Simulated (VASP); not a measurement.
A convergence study with VASP on Sc (hcp): one setting is varied, all else stays as given below, so the limit is that of these other settings. Each run relaxes cell and ions from the cell shown. The basis is that of the starting cell, so low cut-offs carry a Pulay error.

```yaml
crystal:
  lattice:
    - [1.65500, -2.86654, 0.00000]
    - [1.65500, 2.86654, 0.00000]
    - [0.00000, 0.00000, 5.27000]
  atoms:
    - { symbol: Sc, position: [0.33333, 0.66667, 0.25000] }
    - { symbol: Sc, position: [0.66667, 0.33333, 0.75000] }
```

All values below come from PBE GGA, VASP's PBE PAW potentials (set 64) (plane waves; VASP). The tightest run used: 700 eV cut-off, 10×10×6 Γ-centred mesh, first-order Methfessel-Paxton smearing of 0.10 eV, potentials Sc_sv.

| setting | relaxed volume (Å³/atom) | E (eV/atom) | plane waves |
|---|---|---|---|
| ENCUT = 200 | 22.770 | -6.2716 | 336 |
| ENCUT = 250 | 24.462 | -6.2477 | 470 |
| ENCUT = 300 | 24.392 | -6.2495 | 600 |
| ENCUT = 350 | 24.476 | -6.2485 | 766 |

Q: These are the cheaper rows. Estimate the results at ENCUT = 700, and how far the last row shown lies from them.

A: 
| quantity | tightest run | last row shown is off by |
|---|---|---|
| relaxed volume (Å³/atom) | 24.624 | -0.148 |
| E (eV/atom) | -6.2488 | 0.0003 |

Left out are rungs that failed or repeat a setting and relaxations that didn't move; long series are thinned to 24 rows.

The compound is Sc in the hcp structure.
